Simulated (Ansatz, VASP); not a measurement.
# In2Se: VASP beside Ansatz, part 2 of 2

One calculation is typed for both programs; each brings its own data sets. How far apart do they land? The cell is generated by rule, not measured, and may not be a known phase. The cell is taken from a series of runs on this material, whose earlier steps may have relaxed, scaled, displaced or heated it; both programs get it as it stands.

VASP 6.6.1 and Ansatz 0.2.0.

So far. Step 5 (Ansatz: single point, PBEsol, pair 2): The run ends at a pressure of 0.19 GPa, with forces up to 0.67 eV/Å.

### 6. VASP: single point, PBEsol, pair 2

Level of this step: PBEsol; plane waves and PAW (Se, In_d); invented cell (VASP).

The same cell, functional, mesh and smearing now go to VASP, with its own data sets.

INCAR

```
SYSTEM = In2Se
PREC = Accurate
ENCUT = 500
EDIFF = 1E-06
NELM = 120
ISMEAR = 1
SIGMA = 0.2
LREAL = .FALSE.
ALGO = Normal
GGA = PS
NBANDS = 39
LORBIT = 11
LWAVE = .FALSE.
LCHARG = .FALSE.
ISIF = 2
LASPH = .TRUE.
GGA_COMPAT = .FALSE.
KPAR = 2
```

POSCAR

```
In2Se
1.0
    6.6284302234      0.0000000000      0.0000000000
    0.0000000000      6.6284302234      0.0000000000
    0.0000000000      0.0000000000      6.6284302234
Se In
2 4
Direct
    0.0191624646      0.0191624646      0.9808375354
    0.5191624646      0.5191624646      0.4808375354
    0.2434100969      0.2434100969      0.2584242883
    0.7452444821      0.7452444821      0.2547555179
    0.7415757117      0.2434100969      0.7565899031
    0.2434100969      0.7415757117      0.7565899031
```

KPOINTS

```
Automatic mesh
0
Gamma
6 6 6
0 0 0
```

PAW data sets: Se and In_d (PBE family, release 64).

The run is started by

```sh
> mpirun -np 2 vasp_std
```

Numbers of over 12 decimals in the logs are rounded to 6 here.

The log of the run:

```text
[banner, memory and clock lines left out]
running    2 mpi-ranks, on    1 nodes
[...]
[... a notice as in an earlier step ...]

 LDA part: xc-table for (Slater+PW92), standard interpolation
 POSCAR, INCAR and KPOINTS ok, starting setup
[...]
entering main loop
       N       E                     dE             d eps       ncg     rms          rms(c)
DAV:   1     0.560655593659E+03    0.56066E+03   -0.27431E+04  2496   0.159E+03
DAV:   2     0.520035360222E+02   -0.50865E+03   -0.49624E+03  2517   0.408E+02
DAV:   3    -0.144622132696E+02   -0.66466E+02   -0.62725E+02  3178   0.165E+02
DAV:   4    -0.185040645342E+02   -0.40419E+01   -0.39965E+01  2783   0.435E+01
[...]
DAV:  14    -0.168797729992E+02   -0.59709E-06   -0.43503E-05  3739   0.300E-02    0.150E-02
DAV:  15    -0.168797751672E+02   -0.21680E-05   -0.35963E-06  2320   0.105E-02    0.751E-03
DAV:  16    -0.168797758820E+02   -0.71479E-06   -0.10265E-06  2029   0.635E-03
   1 F= -.16879776E+02 E0= -.16889508E+02  d E =0.291975E-01
```

From OUTCAR (step 6):

```text
  Total        0.3381667      0.3381667      0.3381667      0.8547042     -0.8547042     -0.8547042
  in kB        1.8604129      1.8604129      1.8604129      4.7021269     -4.7021269     -4.7021269
  external PRESSURE =       1.8604129 kB  Pullay stress =       0.0000000 kB

 POSITION                                       TOTAL-FORCE (eV/Angst)
 -----------------------------------------------------------------------------------
      0.12702      0.12702      6.50141         0.381559      0.381559     -0.381559
      3.44123      3.44123      3.18720        -0.104027     -0.104027      0.104027
      1.61343      1.61343      1.71295        -0.110134     -0.110134      0.204071
      4.93980      4.93980      1.68863         0.146807      0.146807     -0.146807
      4.91548      1.61343      5.01500        -0.204071     -0.110134      0.110134
      1.61343      4.91548      5.01500        -0.110134     -0.204071      0.110134
 -----------------------------------------------------------------------------------
    total drift:                                0.000730      0.000730     -0.000721

  FREE ENERGIE OF THE ION-ELECTRON SYSTEM (eV)
  ---------------------------------------------------
  free  energy   TOTEN  =       -16.8797758820 eV

  energy  without entropy=      -16.9089733980  energy(sigma->0) =      -16.88950839

[... 2 parts as in an earlier step ...]

[... 1 further part left out ...]
[key lines of the parts left out:]
E-fermi :   1.5722
```

The gap is under twice the smearing width, so the edge states are partly filled and the run can't tell a small gap from a semimetal. Methfessel-Paxton smearing is not meant for a cell with a gap.

### 7. Comparison

What differs besides the data sets and the points named for the pairs above, as far as they apply: the data sets hold 84 valence electrons in Ansatz (on its default PAW (the set named soft_2) files) and 64 in VASP. Total energies have different zeros and are not compared.

Both answers:

```csv
quantity,Ansatz,VASP,difference
pressure (GPa),0.19,0.19,+0.01
```

Forces (eV/Å; atoms numbered as in POSCAR):

```csv
atom,"Ansatz x, y, z","VASP x, y, z"
Se1,"0.386, 0.386, -0.386","0.382, 0.382, -0.382"
Se2,"-0.098, -0.098, 0.098","-0.104, -0.104, 0.104"
In3,"-0.113, -0.113, 0.202","-0.110, -0.110, 0.204"
In4,"0.139, 0.139, -0.139","0.147, 0.147, -0.147"
In5,"-0.202, -0.113, 0.113","-0.204, -0.110, 0.110"
In6,"-0.113, -0.202, 0.113","-0.110, -0.204, 0.110"
```

The forces differ by 4.7 meV/Å r.m.s., which is 2.3 % of the r.m.s. force of 0.202 eV/Å (both taken over all components). Our record labels this cell a metal in Ansatz alone; each run is judged by its own test, so with a small gap or wide smearing the label says little about the levels.

### 8. Further runs

Further runs change the set-up of one program: Ansatz's method, potentials or start, or VASP's data sets, cutoff or form of LDA. The table gives Ansatz less VASP for each quantity, since a change that brings one quantity closer may part another.

```csv
run,r.m.s. force difference (meV/Å),pressure (GPa)
as above,4.7,0.0050
VASP with the data sets Se and In_sv_GW and a cutoff of 600 eV,3.3,0.24
```

### 9. VASP: single point, PBEsol, pair 3

A single point gives forces, pressure and levels at one fixed geometry, so differences don't come from the geometry; what else differs is listed under the comparison.

Edit INCAR of step 6 so:

```diff
@@ -17,2 +17,3 @@
 GGA_COMPAT = .FALSE.
+EFERMI = MIDGAP
 KPAR = 2
```

POSCAR

```
In2Se
1.0
    6.6284302234      0.0000000000      0.0000000000
    0.0000000000      6.6284302234      0.0000000000
    0.0000000000      0.0000000000      6.6284302234
Se In
2 4
Direct
    0.0391959502      0.0391959502      0.9608040498
    0.5391959502      0.5391959502      0.4608040498
    0.2365206527      0.2365206527      0.2672314987
    0.7402728042      0.7402728042      0.2597271958
    0.7327685013      0.2365206527      0.7634793473
    0.2365206527      0.7327685013      0.7634793473
```

KPOINTS is that of step 6.

The run is started by

```sh
> mpirun -np 2 vasp_std
```

The log of the run:

```text
[... set-up lines as in an earlier step ...]
 entering main loop
       N       E                     dE             d eps       ncg     rms          rms(c)
DAV:   1     0.564475671037E+03    0.56448E+03   -0.27305E+04  2496   0.159E+03
DAV:   2     0.529076978028E+02   -0.51157E+03   -0.49876E+03  2503   0.410E+02
DAV:   3    -0.144020844776E+02   -0.67310E+02   -0.63886E+02  3188   0.167E+02
DAV:   4    -0.183354037639E+02   -0.39333E+01   -0.39077E+01  2811   0.435E+01
[...]
DAV:  14    -0.167507900272E+02   -0.46713E-05   -0.59871E-05  2870   0.419E-02    0.256E-02
DAV:  15    -0.167507927728E+02   -0.27456E-05   -0.16528E-05  2745   0.228E-02    0.831E-03
DAV:  16    -0.167507933045E+02   -0.53165E-06   -0.15247E-06  2089   0.901E-03
   1 F= -.16750793E+02 E0= -.16757549E+02  d E =0.202682E-01
```

OUTCAR, selected parts (step 9):

```text
  Total        2.0374674      2.0374674      2.0374674      3.2243852     -3.2243852     -3.2243852
  in kB       11.2090595     11.2090595     11.2090595     17.7388487    -17.7388487    -17.7388487
  external PRESSURE =      11.2090595 kB  Pullay stress =       0.0000000 kB

 POSITION                                       TOTAL-FORCE (eV/Angst)
 -----------------------------------------------------------------------------------
      0.25981      0.25981      6.36862         0.430980      0.430980     -0.430980
      3.57402      3.57402      3.05441        -1.708326     -1.708326      1.708326
      1.56776      1.56776      1.77133        -0.076036     -0.076036      0.288521
      4.90685      4.90685      1.72158         1.717938      1.717938     -1.717938
      4.85710      1.56776      5.06067        -0.288521     -0.076036      0.076036
      1.56776      4.85710      5.06067        -0.076036     -0.288521      0.076036
 -----------------------------------------------------------------------------------
    total drift:                               -0.000445     -0.000445      0.000443

  FREE ENERGIE OF THE ION-ELECTRON SYSTEM (eV)
  ---------------------------------------------------
  free  energy   TOTEN  =       -16.7507933045 eV

  energy  without entropy=      -16.7710614589  energy(sigma->0) =      -16.75754936

[... 2 parts as in an earlier step ...]

[... 1 further part left out ...]
[key lines of the parts left out:]
E-fermi :   1.8423
```

The run ends at a pressure of 1.12 GPa, with forces up to 3.0 eV/Å.

### 10. Ansatz: single point, PBEsol, pair 3

The same cell, functional, mesh and smearing now go to Ansatz, which takes its cutoff from its data sets.

The cell is taken from a series of runs on this material, whose earlier steps may have relaxed, scaled, displaced or heated it; both programs get it as it stands.

input.yaml

```yaml
crystal:
  lattice:
    - [6.6284302234, 0.0, 0.0]
    - [0.0, 6.6284302234, 0.0]
    - [0.0, 0.0, 6.6284302234]
  atoms:
    - { symbol: Se, position: [0.0391959502, 0.0391959502, -0.0391959502] }
    - { symbol: Se, position: [0.5391959502, 0.5391959502, 0.4608040498] }
    - { symbol: In, position: [0.2365206527, 0.2365206527, 0.2672314987] }
    - { symbol: In, position: [0.7402728042, 0.7402728042, 0.2597271958] }
    - { symbol: In, position: [0.7327685013, 0.2365206527, 0.7634793473] }
    - { symbol: In, position: [0.2365206527, 0.7327685013, 0.7634793473] }
kpoints:
  mp_grid: { grid: [6, 6, 6] }
hamiltonian:
  xc: pbesol
scf:
  occupations: { method: methfessel_paxton, width: 0.2 }
output:
  forces: true
  stress: true
  eigenvalues: true
```

The run is started by

```sh
> ansatz run input.yaml --threads 8 --pin off --max-ram 14336MiB --backend cpu --events-out ev --progress --plain --runs-dir out
```

The log of the run:

```text
[...]
Crystal: 6 atoms, lattice volume = 291.227 Å³
Basis set: ecut = 420 eV, 5695 PW (Γ), exchange–correlation on 90×90×90 points (8 copies of the dense FFT grid, shifted against one another)
Bands: 51, of which v1, the nominal top of the filled ones, is band 42 counted from 1 (41 counted from 0)
Symmetry: 6 space group operations
[...]
k-points: 32 of 216 (time reversal used)
[...]
k-point 0: bands = [... 38 lower, 0.9682, 2.2679, 2.2679, 3.2870, 3.8747, 3.8747, 5.2304, 5.2304, ... 4 higher]
  k-point 1: bands = [... 38 lower, 1.0293, 2.3139, 2.3200, 3.1889, 3.7860, 3.8988, 4.9269, 5.2607, ... 4 higher]
  k-point 2: bands = [... 38 lower, 1.3431, 2.2426, 2.4352, 3.0831, 3.7111, 4.0784, 4.3697, 5.1476, ... 4 higher]
  k-point 31: bands = [... 38 lower, 0.6788, 2.7994, 2.7994, 3.0076, 3.9310, 3.9310, 4.1855, 5.6428, ... 4 higher]
[key lines of the parts left out:]
SCF converged after 9 iterations
Free energy (F): -32947.156033 eV
Fermi energy:    3.454647 eV
P = ⅓ Tr σ = 1.1463 GPa (11.463 kbar)
```

The run ends at a pressure of 1.15 GPa, with forces up to 3.0 eV/Å.

### 11. Comparison

What differs besides the data sets and the points named for the pairs above, as far as they apply: the data sets hold 84 valence electrons in Ansatz (on its default PAW (the set named soft_2) files) and 64 in VASP. Total energies have different zeros and are not compared.

Both answers:

```csv
quantity,Ansatz,VASP,difference
pressure (GPa),1.15,1.12,+0.03
gap on the k mesh (eV),0.424,0.423,0.000
```

Forces (eV/Å; atoms numbered as in POSCAR):

```csv
atom,"Ansatz x, y, z","VASP x, y, z"
Se1,"0.454, 0.454, -0.454","0.431, 0.431, -0.431"
Se2,"-1.713, -1.713, 1.713","-1.708, -1.708, 1.708"
In3,"-0.081, -0.081, 0.286","-0.076, -0.076, 0.289"
In4,"1.707, 1.707, -1.707","1.718, 1.718, -1.718"
In5,"-0.286, -0.081, 0.081","-0.289, -0.076, 0.076"
In6,"-0.081, -0.286, 0.081","-0.076, -0.289, 0.076"
```

The forces differ by 11 meV/Å r.m.s., which is 1.1 % of the r.m.s. force of 1.012 eV/Å (both taken over all components). A gap on the mesh is an upper bound, since the band edges may lie between its points.

### 12. What came out

| Item | Value |
| --- | --- |
| r.m.s. force difference (single point, PBEsol, pair 1) | 1.3 meV/Å |
| r.m.s. force difference (single point, PBEsol, pair 2) | 2.3 % of the r.m.s. force |
| r.m.s. force difference (single point, PBEsol, pair 3) | 1.1 % of the r.m.s. force |

In words: The r.m.s. force difference is 2.3 % of the r.m.s. force (single point, PBEsol, pair 2), within the 3 % picked in this series as the mark of a large difference. The data sets hold unlike numbers of valence electrons (84 in Ansatz and 64 in VASP), so part of the differences comes from the potentials. Single point, PBEsol, pair 2, VASP with the data sets Se and In_sv_GW and a cutoff of 600 eV: r.m.s. force difference goes from 4.7 to 3.3 meV/Å; the difference in pressure goes from 0.0050 to 0.24 GPa. 5 further runs of this series are not shown here. How closely two codes agree says nothing of how well the functional describes the real material.

[Lines on the potential files, build, host, timing and source positions are cut from VASP's logs without a mark.]

[Logs are printed without paths, hosts, clocks, repeated set-up lines and the standing remarks that a program may print on its own settings, such as how far it seeks lower states.]

[Hosts, paths, dates, database ids (printed as entryN), source tags and the programs' standing remarks are cut or masked in the printed files.]
